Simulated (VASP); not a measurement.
Computed with PBEsol GGA, VASP's PBE PAW potentials (set 64) (plane waves; VASP 6.6.1).

A VASP calculation is set up with these files.

**KPOINTS**
```
K-points
0
Gamma
12 12 10
```

POSCAR:
```
TiB2
1.0
  1.5090223048  -2.6137033278   0.0000000000
  1.5090223048   2.6137033278   0.0000000000
  0.0000000000   0.0000000000   3.1864759798
Ti B
1 2
Cart
  0.0000000000   0.0000000000   0.0000000000
  1.5090223048   0.8712361851   1.5932379899
  1.4590223048  -0.8712361851   1.5932379899
```

### INCAR
```
SYSTEM=TiB2
PREC=Accurate; ENCUT=600; LREAL=.FALSE.
LASPH=.TRUE.
EDIFF=1E-7; NELM=100; ALGO=Normal
LMAXMIX=4
ISMEAR=1; SIGMA=0.1
GGA=PS
ISIF=2
LWAVE=.FALSE.; LCHARG=.FALSE.
```

POTCAR, in this order: Ti_sv B (PBE.64 set). Program: vasp_std.

The resulting files:

File OSZICAR:
```
       N       E                     dE             d eps       ncg     rms          rms(c)
DAV:   1     0.136237839288E+03    0.13624E+03   -0.10188E+04 11557   0.176E+03
DAV:   2    -0.200276419285E+02   -0.15627E+03   -0.15227E+03 11719   0.417E+02
DAV:   3    -0.304565177212E+02   -0.10429E+02   -0.10300E+02 16975   0.991E+01
DAV:   4    -0.308251228595E+02   -0.36861E+00   -0.36793E+00 14950   0.171E+01
DAV:   5    -0.308357548075E+02   -0.10632E-01   -0.10630E-01 16945   0.256E+00    0.176E+01
DAV:   6    -0.257269965445E+02    0.51088E+01   -0.25340E+01 15483   0.605E+01    0.401E+00
DAV:   7    -0.257684850877E+02   -0.41489E-01   -0.15815E+00 12790   0.148E+01    0.352E+00
DAV:   8    -0.257785121237E+02   -0.10027E-01   -0.16885E-01 17132   0.377E+00    0.751E-01
DAV:   9    -0.257699992865E+02    0.85128E-02   -0.70647E-02 15914   0.348E+00    0.261E-01
DAV:  10    -0.257693800349E+02    0.61925E-03   -0.49587E-03 14661   0.100E+00    0.762E-02
DAV:  11    -0.257693883491E+02   -0.83142E-05   -0.28090E-04 16237   0.223E-01    0.605E-02
DAV:  12    -0.257693586833E+02    0.29666E-04   -0.17561E-04 15224   0.185E-01    0.100E-02
DAV:  13    -0.257693581225E+02    0.56083E-06   -0.10171E-05 13736   0.422E-02    0.223E-03
DAV:  14    -0.257693581398E+02   -0.17273E-07   -0.34949E-07 14002   0.680E-03
   1 F= -.25769358E+02 E0= -.25769312E+02  d E =-.138637E-03
```

### OUTCAR
```
------------------------ aborting loop because EDIFF is reached ----------------------------------------
  FORCE on cell =-STRESS in cart. coord.  units (eV):
  Direction    XX          YY          ZZ          XY          YZ          ZX
  --------------------------------------------------------------------------------------
  Total        0.1418505      0.0516579      0.0188049      0.1802043      0.0000000      0.0000000
  in kB        9.0416754      3.2927187      1.1986425     11.4863820      0.0000000      0.0000000
  external PRESSURE =       4.5110122 kB  Pullay stress =       0.0000000 kB
  volume of cell :       25.14
      direct lattice vectors                 reciprocal lattice vectors
     1.509022305 -2.613703328  0.000000000     0.331340364 -0.191299447  0.000000000
     1.509022305  2.613703328  0.000000000     0.331340364  0.191299447  0.000000000
     0.000000000  0.000000000  3.186475980     0.000000000  0.000000000  0.313826310
 POSITION                                       TOTAL-FORCE (eV/Angst)
 -----------------------------------------------------------------------------------
      0.00000      0.00000      0.00000        -0.379836      0.013376      0.000000
      1.50902      0.87124      1.59324        -0.606274     -0.051225      0.000000
      1.45902     -0.87124      1.59324         0.986110      0.037849      0.000000
 -----------------------------------------------------------------------------------
    total drift:                               -0.000005     -0.000001      0.000000
  FREE ENERGIE OF THE ION-ELECTRON SYSTEM (eV)
  ---------------------------------------------------
  free  energy   TOTEN  =       -25.7693581398 eV

  energy  without entropy=      -25.7692195032  energy(sigma->0) =      -25.76931193
```
(Selected blocks of OUTCAR.)

### OUTCAR
```
 val. band max:       10.1290908203   @ k =   0.0000   0.0000   0.2000

 cond. band min:      10.1645762474   @ k =  -0.0000   0.0833   0.4000


 Fermi energy:        10.1401537897

 k-point     1 :       0.0000    0.0000    0.0000
  band No.  band energies     occupation
      1     -46.5060      2.00000
      2     -22.9628      2.00000
      3     -22.6525      2.00000
      4     -22.6383      2.00000
      5      -3.4357      2.00000
      6       7.2270      2.00000
      7       7.6341      2.00000
      8       7.9246      2.00000
      9       7.9590      2.00000
     10      12.0625     -0.00000
     11      12.1187     -0.00000
     12      13.7986      0.00000
     13      14.1307      0.00000

 k-point     2 :       0.0833   -0.0000    0.0000
  band No.  band energies     occupation
      1     -46.5020      2.00000
      2     -22.9578      2.00000
      3     -22.6819      2.00000
      4     -22.6456      2.00000
      5      -3.2992      2.00000
      6       7.1303      2.00000
      7       7.3260      2.00000
      8       7.7932      2.00000
      9       8.0155      2.00000
     10      12.0730     -0.00000
     11      12.3293      0.00000
     12      13.3485      0.00000
     13      13.5349      0.00000

 k-point     3 :      -0.0000    0.0833    0.0000
  band No.  band energies     occupation
      1     -46.5020      2.00000
      2     -22.9579      2.00000
      3     -22.6702      2.00000
      4     -22.6572      2.00000
      5      -3.3011      2.00000
      6       6.8717      2.00000
      7       7.5986      2.00000
      8       7.8167      2.00000
      9       8.0298      2.00000
     10      12.0250     -0.00000
     11      12.3411      0.00000
     12      13.3192      0.00000
     13      13.5652      0.00000

 k-point     4 :      -0.0833    0.0833    0.0000
  band No.  band energies     occupation
      1     -46.5020      2.00000
      2     -22.9578      2.00000
      3     -22.6774      2.00000
...
```

The compound is TiB2 in the AlB2 type structure. This cell was strained or had an atom moved on purpose.
